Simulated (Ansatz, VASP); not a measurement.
**One calculation of ZrIn2S2, two programs**

Contents of INCAR:

```
SYSTEM = ZrIn2S2
  PREC = Accurate
  ENCUT = 520
  EDIFF = 1E-6
  ISMEAR = 0
  SIGMA = 0.1
  LREAL = .False.
  LASPH = .True.
  NELM = 60
  ALGO = Normal
  ISIF = 2
  LWAVE = .False.
  LCHARG = .True.
  GGA = PE
  LELF = .True.
  LVHAR = .True.
  NBANDS = 33
```

Contents of KPOINTS:

```
Automatic mesh
0
Gamma
  6 6 2
  0 0 0
```

Contents of POSCAR:

```
ZrIn2S2
1.0
    4.0831546500      0.0000000000      0.0000000000
   -2.0415773300      3.5361156600      0.0000000000
    0.0000000000      0.0000000000      7.6500830900
Zr In S
1 2 2
Direct
    0.0000000000      0.0000000000      0.5000000000
    0.0000000000      0.0000000000      0.8473535200
    0.0000000000      0.0000000000      0.1526464800
    0.3333333300      0.6666666700      0.5000000000
    0.6666666700      0.3333333300      0.5000000000
```

Input for Ansatz:

```yaml
crystal:
  lattice:
    - [4.08315465, 0.0, 0.0]
    - [-2.04157733, 3.53611566, 0.0]
    - [0.0, 0.0, 7.65008309]
  atoms:
    - { symbol: Zr, position: [0.0, 0.0, 0.5] }
    - { symbol: In, position: [0.0, 0.0, 0.84735352] }
    - { symbol: In, position: [0.0, 0.0, 0.15264648] }
    - { symbol: S, position: [0.33333333, 0.66666667, 0.5] }
    - { symbol: S, position: [0.66666667, 0.33333333, 0.5] }
basis:
  ecutwfc: 420
kpoints:
  mp_grid: { grid: [6, 6, 2] }
hamiltonian:
  xc: pbe
scf:
  occupations: { method: gaussian, width: 0.1 }
  lower_state_search: "off"
output:
  forces: true
  stress: true
  eigenvalues: true
```

Alike in both runs: task single point; functional PBE; k mesh 6 × 6 × 2; occupations gaussian, width 0.1 eV; no spin polarisation.

|  | VASP | Ansatz |
| --- | --- | --- |
| version | VASP 6.6.1 | Ansatz 0.2.0 |
| potentials or method | VASP PAW PBE potentials, release 64 (Zr_sv, In_d, S) | scalar-relativistic, plane waves, PAW |
| plane-wave cutoff (eV) | 520 | 420 |
| valence electrons in the cell | 50 | 50 |

Ansatz gave:

* gap on the k mesh at the Fermi level (eV): none
* rms of the force components (eV/Å): 1.009

Question: What did VASP give for the same quantities?

Answer: gap on the k mesh at the Fermi level (eV): none; rms of the force components (eV/Å): 1.022.

Atom by atom the forces differ by 0.013 eV/Å (rms over components). A gap of «none» marks a metal or a gap that the smearing closes.

Caveats: the k mesh is coarse (spacing up to 0.41 Å⁻¹), so the values aren't converged; forces of over 1 eV/Å show positions far from the minimum, so gaps and moduli don't describe the material at rest.
